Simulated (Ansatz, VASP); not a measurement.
## One calculation of In3BiO3, two programs

```
In Bi O
1.0
     4.00522    2.31242    2.60192
    -4.00522    2.31242    2.60192
     0.00000   -4.62483    2.60192
In Bi O
3 1 3
Direct
  0.85102 0.36310 0.36310
  0.36310 0.36310 0.85102
  0.36310 0.85102 0.36310
  0.97067 0.97067 0.97067
  0.60288 0.18637 0.60288
  0.60288 0.60288 0.18637
  0.18637 0.60288 0.60288
```

Alike in both runs: task single point; functional PBE; k mesh 3 × 3 × 3; occupations gaussian, width 0.1 eV; no spin polarisation.

|  | VASP | Ansatz |
| --- | --- | --- |
| version | VASP 6.6.1 | Ansatz 0.2.0 |
| potentials or method | VASP PAW PBE potentials, release 64 (In_d, Bi_d, O) | scalar-relativistic, plane waves, PAW |
| plane-wave cutoff (eV) | 520 | 420 |
| valence electrons in the cell | 72 | 72 |

```tsv
	VASP	Ansatz	Ansatz less VASP
gap on the k mesh at the Fermi level (eV)	0.34	0.35	+0.007
least direct gap on the mesh (eV)	0.34	0.35	+0.007
pressure (GPa)	0.2	0.1	-0.14
rms of the force components (eV/Å)	0.028	0.016	-0.0123
```

Atom by atom the forces differ by 0.018 eV/Å (rms over components).

Caveats: spin-orbit coupling is left out, which as a rule narrows the gap of such compounds by several tenths of an eV.
